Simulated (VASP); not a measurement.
Energy against volume of BAs (zinc blende). Method: PBE0 hybrid, VASP's PBE PAW potentials (set 64) (plane waves; VASP). Numerical set-up: 520 eV cut-off, 8×8×8 Γ-centred mesh, Gaussian smearing of 0.050 eV, potentials B As.

```
V (Å³/atom)  E (eV/atom)
-----------  -----------
12.710          -7.05876
13.129          -7.07966
13.547          -7.08648
13.966          -7.08123
```

### Question
Fit these four points and predict the energy of the run at 14.385 Å³/atom.

### Answer
A cubic in V^(−2/3), the third-order Birch-Murnaghan form, passes through the four points with V0 = 13.56 Å³/atom and B0 = 149 GPa, and gives -7.0655 eV/atom there. The run gave -7.0657 eV/atom, -0.1 meV/atom from the fit; all five points give B0 = 148 GPa.

The compound is BAs in the zinc blende structure. It was relaxed first. The cell's shape comes from a PBE relaxation.
